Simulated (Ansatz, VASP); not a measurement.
# Cross-check of H3C2N (ionic liquid BMIM+ dicyanamide at 450 K) between VASP and Ansatz, part 3 of 4

One calculation is typed for both programs; each brings its own data sets. How far apart do they land? The cell is taken from a series of runs on this material, whose earlier steps may have relaxed, scaled, displaced or heated it; both programs get it as it stands.

VASP 6.6.1 and Ansatz 0.2.0.

So far. Step 2 (VASP: single point, r2SCAN with D3(BJ), pair 1): The run ends at a pressure of -0.82 GPa, with forces up to 6.9 eV/Å.

**5. VASP: single point, r2SCAN with D3(BJ), pair 2**

Level of this step: r2SCAN with D3(BJ); plane waves and PAW (C, N, H) (VASP).

A single point gives forces, pressure and levels at one fixed geometry, so differences don't come from the geometry; what else differs is listed under the comparison.

File INCAR:

```
SYSTEM = H3C2N
PREC = Accurate
ENCUT = 660
EDIFF = 1E-06
NELM = 120
ISMEAR = 0
SIGMA = 0.01
LREAL = Auto
ALGO = Normal
METAGGA = R2SCAN
IVDW = 12
VDW_S6 = 1
VDW_S8 = 0.78981345
VDW_A1 = 0.49484001
VDW_A2 = 5.73083694
LASPH = .TRUE.
NBANDS = 184
LORBIT = 11
LWAVE = .FALSE.
LCHARG = .FALSE.
ISIF = 2
GGA_COMPAT = .FALSE.
EFERMI = MIDGAP
LMIXTAU = .TRUE.
NCORE = 2
```

File POSCAR:

```
H3C2N
1.0
    9.9026700000      0.0000000000      0.0000000000
    0.0000000000      9.9026700000      0.0000000000
    0.0000000000      0.0000000000      9.9026700000
C N H
30 15 45
Direct
    0.0302300000      0.9094900000      0.4320500000
    0.0083900000      0.7571400000      0.4434200000
    0.8738200000      0.7048700000      0.3884400000
    0.8552200000      0.7132000000      0.2357400000
    0.6975900000      0.9128400000      0.2132800000
    0.7006200000      0.0326900000      0.1463100000
    0.8722400000      0.1522300000      0.9997500000
    0.8920800000      0.9260200000      0.1052400000
    0.7371700000      0.8747500000      0.7320900000
    0.7059800000      0.0028800000      0.6529200000
    0.5629900000      0.0534200000      0.6778200000
    0.5330500000      0.1787100000      0.5942400000
    0.3454000000      0.2761800000      0.7371000000
    0.2127700000      0.3062000000      0.7164100000
    0.0527500000      0.2901600000      0.5185700000
    0.2949300000      0.2247300000      0.5259400000
    0.1482200000      0.4296100000      0.1743900000
    0.2614200000      0.4824000000      0.0848900000
    0.3011100000      0.6270400000      0.1191600000
    0.4227700000      0.6785300000      0.0405600000
    0.3119400000      0.7683500000      0.8292300000
    0.3208300000      0.7397600000      0.6952100000
    0.4514000000      0.5740900000      0.5534300000
    0.4598100000      0.6026100000      0.8030200000
    0.9732000000      0.5950000000      0.8795800000
    0.8297300000      0.4743800000      0.7471800000
    0.6045000000      0.3657700000      0.0772900000
    0.7324000000      0.3594000000      0.2661600000
    0.2632300000      0.0297800000      0.1336500000
    0.3720500000      0.9528700000      0.3211700000
    0.8178200000      0.8481700000      0.1862900000
    0.8229900000      0.0390000000      0.0803100000
    0.3944200000      0.2261900000      0.6168700000
    0.1835900000      0.2733300000      0.5844700000
    0.3995100000      0.6819400000      0.8941800000
    0.4133800000      0.6368800000      0.6812200000
    0.0114600000      0.6885400000      0.9410900000
    0.9427100000      0.4850700000      0.8139700000
    0.7322000000      0.4540700000      0.6834800000
    0.5675700000      0.3295000000      0.9707500000
    0.6351000000      0.4140900000      0.1954500000
    0.8177300000      0.3162700000      0.3355000000
    0.1992800000      0.0211100000      0.0346200000
    0.3343900000      0.0509700000      0.2425300000
    0.4129600000      0.8747400000      0.4002900000
    0.0430000000      0.9421700000      0.3274800000
    0.9449100000      0.9653500000      0.4744300000
    0.1213100000      0.9400200000      0.4862500000
    0.0911800000      0.7041400000      0.3923100000
    0.0140300000      0.7279300000      0.5499400000
    0.7898100000      0.7562200000      0.4388800000
    0.8633900000      0.5981400000      0.4145500000
    0.7748000000      0.6448600000      0.2040700000
    0.9462300000      0.6848900000      0.1808400000
    0.6211400000      0.8695200000      0.2775600000
    0.6269700000      0.1121300000      0.1384200000
    0.7969700000      0.1790600000      0.9243800000
    0.9670700000      0.1224000000      0.9533800000
    0.8891600000      0.2383900000      0.0659700000
    0.9898300000      0.9013500000      0.0641300000
    0.6734200000      0.7910800000      0.6987600000
    0.8421000000      0.8433600000      0.7204900000
    0.7191200000      0.8893800000      0.8400600000
    0.7190900000      0.9843800000      0.5446800000
    0.7779600000      0.0826000000      0.6794000000
    0.5497500000      0.0770800000      0.7850200000
    0.4905700000      0.9743600000      0.6515600000
    0.6014400000      0.2614500000      0.6196500000
    0.5424600000      0.1574200000      0.4866100000
    0.4095400000      0.2859500000      0.8250400000
    0.1362000000      0.3486900000      0.7811500000
    0.9748700000      0.2384900000      0.5760500000
    0.0269400000      0.3966900000      0.5125900000
    0.0569400000      0.2483400000      0.4175600000
    0.3028000000      0.1903500000      0.4226300000
    0.1273800000      0.3233600000      0.1539400000
    0.1754200000      0.4386300000      0.2810400000
    0.0546600000      0.4856300000      0.1588900000
    0.2294400000      0.4778400000      0.9791900000
    0.3494600000      0.4166700000      0.0939100000
    0.3281300000      0.6347400000      0.2261100000
    0.2152500000      0.6945400000      0.1023100000
    0.5105000000      0.6142900000      0.0572800000
    0.4484300000      0.7811800000      0.0713200000
    0.2529200000      0.8417600000      0.8838800000
    0.2743300000      0.7848400000      0.6081000000
    0.3698600000      0.5080700000      0.5199600000
    0.5439200000      0.5169400000      0.5687500000
    0.4661500000      0.6539200000      0.4795300000
    0.5334400000      0.5246300000      0.8236100000
```

File KPOINTS:

```
Automatic mesh
0
Gamma
1 1 1
0 0 0
```

Potentials, in the order of the species: C, N and H (PBE family, release 64).

The run is started by

```sh
> mpirun -np 8 vasp_gam
```

Numbers of over 12 decimals in the logs are rounded to 6 here.

Log:

```text
[banner, memory and clock lines left out]
running    8 mpi-ranks, on    1 nodes
[...]
[... a notice as in an earlier step ...]

 LDA part: xc-table for (None), standard interpolation
 POSCAR, INCAR and KPOINTS ok, starting setup
[...]
entering main loop
       N       E                     dE             d eps       ncg     rms          rms(c)
DAV:   1     0.194687386491E+04    0.19469E+04   -0.14128E+05   368   0.148E+03
DAV:   2    -0.445288687944E+03   -0.23922E+04   -0.22470E+04   480   0.320E+02
DAV:   3    -0.696159486782E+03   -0.25087E+03   -0.24863E+03   472   0.113E+02
DAV:   4    -0.702360442113E+03   -0.62010E+01   -0.61698E+01   464   0.189E+01
[...]
DAV:  24    -0.593201265210E+03   -0.11670E-05   -0.24812E-06   328   0.573E-03    0.677E-04
DAV:  25    -0.593201266331E+03   -0.11210E-05   -0.87511E-07   280   0.357E-03    0.596E-04
DAV:  26    -0.593201266350E+03   -0.18767E-07   -0.13153E-07   296   0.123E-03
   1 F= -.59569907E+03 E0= -.59569907E+03  d E =0.000000E+00
```

From OUTCAR (step 5):

```text
  FREE ENERGIE OF THE ION-ELECTRON SYSTEM (eV)
  ---------------------------------------------------
  free  energy   TOTEN  =      -595.6990674832 eV

  energy  without entropy=     -595.6990674832  energy(sigma->0) =     -595.69906748

[... 1 part as in an earlier step ...]
```

The run ends at a pressure of -0.23 GPa, with forces up to 0.46 eV/Å.

**6. Ansatz: single point, r2SCAN with D3(BJ), pair 2**

The same cell, functional and mesh now go to Ansatz, which takes its cutoff from its data sets.

The cell is taken from a series of runs on this material, whose earlier steps may have relaxed, scaled, displaced or heated it; both programs get it as it stands.

File input.yaml:

```yaml
crystal:
  lattice:
    - [9.90267, 0.0, 0.0]
    - [0.0, 9.90267, 0.0]
    - [0.0, 0.0, 9.90267]
  atoms:
    - { symbol: C, position: [0.03023, 0.90949, 0.43205] }
    - { symbol: C, position: [0.00839, 0.75714, 0.44342] }
    - { symbol: C, position: [0.87382, 0.70487, 0.38844] }
    - { symbol: C, position: [0.85522, 0.7132, 0.23574] }
    - { symbol: "N", position: [0.81782, 0.84817, 0.18629] }
    - { symbol: C, position: [0.69759, 0.91284, 0.21328] }
    - { symbol: C, position: [0.70062, 0.03269, 0.14631] }
    - { symbol: "N", position: [0.82299, 0.039, 0.08031] }
    - { symbol: C, position: [0.87224, 0.15223, 0.99975] }
    - { symbol: C, position: [0.89208, 0.92602, 0.10524] }
    - { symbol: H, position: [0.043, 0.94217, 0.32748] }
    - { symbol: H, position: [0.94491, 0.96535, 0.47443] }
    - { symbol: H, position: [0.12131, 0.94002, 0.48625] }
    - { symbol: H, position: [0.09118, 0.70414, 0.39231] }
    - { symbol: H, position: [0.01403, 0.72793, 0.54994] }
    - { symbol: H, position: [0.78981, 0.75622, 0.43888] }
    - { symbol: H, position: [0.86339, 0.59814, 0.41455] }
    - { symbol: H, position: [0.7748, 0.64486, 0.20407] }
    - { symbol: H, position: [0.94623, 0.68489, 0.18084] }
    - { symbol: H, position: [0.62114, 0.86952, 0.27756] }
    - { symbol: H, position: [0.62697, 0.11213, 0.13842] }
    - { symbol: H, position: [0.79697, 0.17906, 0.92438] }
    - { symbol: H, position: [0.96707, 0.1224, 0.95338] }
    - { symbol: H, position: [0.88916, 0.23839, 0.06597] }
    - { symbol: H, position: [0.98983, 0.90135, 0.06413] }
    - { symbol: C, position: [0.73717, 0.87475, 0.73209] }
    - { symbol: C, position: [0.70598, 0.00288, 0.65292] }
    - { symbol: C, position: [0.56299, 0.05342, 0.67782] }
    - { symbol: C, position: [0.53305, 0.17871, 0.59424] }
    - { symbol: "N", position: [0.39442, 0.22619, 0.61687] }
    - { symbol: C, position: [0.3454, 0.27618, 0.7371] }
    - { symbol: C, position: [0.21277, 0.3062, 0.71641] }
    - { symbol: "N", position: [0.18359, 0.27333, 0.58447] }
    - { symbol: C, position: [0.05275, 0.29016, 0.51857] }
    - { symbol: C, position: [0.29493, 0.22473, 0.52594] }
    - { symbol: H, position: [0.67342, 0.79108, 0.69876] }
    - { symbol: H, position: [0.8421, 0.84336, 0.72049] }
    - { symbol: H, position: [0.71912, 0.88938, 0.84006] }
    - { symbol: H, position: [0.71909, 0.98438, 0.54468] }
    - { symbol: H, position: [0.77796, 0.0826, 0.6794] }
    - { symbol: H, position: [0.54975, 0.07708, 0.78502] }
    - { symbol: H, position: [0.49057, 0.97436, 0.65156] }
    - { symbol: H, position: [0.60144, 0.26145, 0.61965] }
    - { symbol: H, position: [0.54246, 0.15742, 0.48661] }
    - { symbol: H, position: [0.40954, 0.28595, 0.82504] }
    - { symbol: H, position: [0.1362, 0.34869, 0.78115] }
    - { symbol: H, position: [0.97487, 0.23849, 0.57605] }
    - { symbol: H, position: [0.02694, 0.39669, 0.51259] }
    - { symbol: H, position: [0.05694, 0.24834, 0.41756] }
    - { symbol: H, position: [0.3028, 0.19035, 0.42263] }
    - { symbol: C, position: [0.14822, 0.42961, 0.17439] }
    - { symbol: C, position: [0.26142, 0.4824, 0.08489] }
    - { symbol: C, position: [0.30111, 0.62704, 0.11916] }
    - { symbol: C, position: [0.42277, 0.67853, 0.04056] }
    - { symbol: "N", position: [0.39951, 0.68194, 0.89418] }
    - { symbol: C, position: [0.31194, 0.76835, 0.82923] }
    - { symbol: C, position: [0.32083, 0.73976, 0.69521] }
    - { symbol: "N", position: [0.41338, 0.63688, 0.68122] }
    - { symbol: C, position: [0.4514, 0.57409, 0.55343] }
    - { symbol: C, position: [0.45981, 0.60261, 0.80302] }
    - { symbol: H, position: [0.12738, 0.32336, 0.15394] }
    - { symbol: H, position: [0.17542, 0.43863, 0.28104] }
    - { symbol: H, position: [0.05466, 0.48563, 0.15889] }
    - { symbol: H, position: [0.22944, 0.47784, 0.97919] }
    - { symbol: H, position: [0.34946, 0.41667, 0.09391] }
    - { symbol: H, position: [0.32813, 0.63474, 0.22611] }
    - { symbol: H, position: [0.21525, 0.69454, 0.10231] }
    - { symbol: H, position: [0.5105, 0.61429, 0.05728] }
    - { symbol: H, position: [0.44843, 0.78118, 0.07132] }
    - { symbol: H, position: [0.25292, 0.84176, 0.88388] }
    - { symbol: H, position: [0.27433, 0.78484, 0.6081] }
    - { symbol: H, position: [0.36986, 0.50807, 0.51996] }
    - { symbol: H, position: [0.54392, 0.51694, 0.56875] }
    - { symbol: H, position: [0.46615, 0.65392, 0.47953] }
    - { symbol: H, position: [0.53344, 0.52463, 0.82361] }
    - { symbol: "N", position: [0.01146, 0.68854, 0.94109] }
    - { symbol: C, position: [0.9732, 0.595, 0.87958] }
    - { symbol: "N", position: [0.94271, 0.48507, 0.81397] }
    - { symbol: C, position: [0.82973, 0.47438, 0.74718] }
    - { symbol: "N", position: [0.7322, 0.45407, 0.68348] }
    - { symbol: "N", position: [0.56757, 0.3295, 0.97075] }
    - { symbol: C, position: [0.6045, 0.36577, 0.07729] }
    - { symbol: "N", position: [0.6351, 0.41409, 0.19545] }
    - { symbol: C, position: [0.7324, 0.3594, 0.26616] }
    - { symbol: "N", position: [0.81773, 0.31627, 0.3355] }
    - { symbol: "N", position: [0.19928, 0.02111, 0.03462] }
    - { symbol: C, position: [0.26323, 0.02978, 0.13365] }
    - { symbol: "N", position: [0.33439, 0.05097, 0.24253] }
    - { symbol: C, position: [0.37205, 0.95287, 0.32117] }
    - { symbol: "N", position: [0.41296, 0.87474, 0.40029] }
kpoints:
  mp_grid: { grid: [1, 1, 1] }
hamiltonian:
  xc: r2scan
  dispersion: d3bj
scf:
  occupations: { method: fixed }
output:
  forces: true
  stress: true
  populations: intrinsic
  dos:
    method: { smearing: { sigma: 0.1 } }
    de: 0.1
    projected: { site_lists: { C: [C], H: [H], "N": ["N"] } }
  eigenvalues: true
  write_density: true
  write_potential: true
  volumetric_format: npy
```

The run is started by

```sh
> ansatz run input.yaml --threads 4 --pin off --max-ram 8192MiB --backend cpu --events-out ev --progress --plain --runs-dir out
```

Log:

```text
[...]
Crystal: 90 atoms, lattice volume = 971.084 Å³
Basis set: ecut = 500 eV, 24573 PW (Γ), exchange–correlation on 300×300×300 points (64 copies of the dense FFT grid, shifted against one another)
Bands: 210, of which v1, the nominal top of the filled ones, is band 120 counted from 1 (119 counted from 0)
Symmetry: 1 space group operations
[...]
k-points: 1
[...]
P = ⅓ Tr σ = -0.5570 GPa (-5.570 kbar)
--- Band table (eV) ---
  k-point 0: bands = [... 116 lower, -1.1797, -0.6667, -0.3595, -0.2107, 3.4896, 3.7679, 3.8484, 4.3041, ... 86 higher]
--- intrinsic populations: 90 sites ---
  site symbol       q [e]
     0      C      4.5105
     1      C      4.3125
     2      C      4.3210
     3      C      4.2206
     4      N      5.0153
     5      C      4.1341
     6      C      4.1170
     7      N      5.0093
[...]
86      C      3.7506
    87      N      5.4358
    88      C      3.7641
    89      N      5.4765
  spilling = -0.000000 (of n_electrons = 240.000000)
```

**7. Side by side**

What differs besides the data sets and the points named for the pairs above, as far as they apply: the cutoff is 500 eV in Ansatz and 660 eV in VASP (PREC = Accurate, projectors in real space). Total energies have different zeros and are not compared.

Compared:

| quantity | Ansatz | VASP | difference |
| --- | --- | --- | --- |
| pressure (GPa) | -0.56 | -0.23 | -0.33 |
| gap on the k mesh (eV) | 3.700 | 3.716 | -0.016 |

Forces on 8 of the 90 atoms, those with the largest forces and the largest differences (eV/Å; atoms numbered as in POSCAR):

| atom | Ansatz x, y, z | VASP x, y, z |
| --- | --- | --- |
| C28 | -0.019, 0.013, 0.003 | -0.322, 0.177, -0.225 |
| C29 | 0.001, 0.000, 0.011 | 0.223, 0.050, 0.349 |
| N37 | -0.016, -0.030, -0.011 | 0.130, 0.333, 0.228 |
| N39 | 0.046, 0.010, 0.035 | -0.337, -0.067, -0.213 |
| N40 | 0.003, 0.013, -0.001 | -0.139, -0.127, -0.408 |
| N42 | -0.010, 0.003, -0.010 | 0.332, -0.170, 0.267 |
| N43 | 0.003, -0.002, -0.002 | -0.249, -0.037, -0.391 |
| N45 | -0.004, 0.001, -0.007 | 0.151, -0.298, 0.294 |

The forces differ by 98 meV/Å r.m.s., where the r.m.s. force is 0.010 eV/Å in Ansatz and 0.095 eV/Å in VASP: the atoms lie near their places of rest in Ansatz, so a percentage would say little (all taken over all components). A gap on the mesh is an upper bound, since the band edges may lie between its points.

[end of part 3 of 4]

[Lines on the potential files, build, host, timing and source positions are cut from VASP's logs without a mark.]

[Logs are printed without paths, hosts, clocks, repeated set-up lines and the standing remarks that a program may print on its own settings, such as how far it seeks lower states.]

[Hosts, paths, dates, database ids (printed as entryN), source tags and the programs' standing remarks are cut or masked in the printed files.]
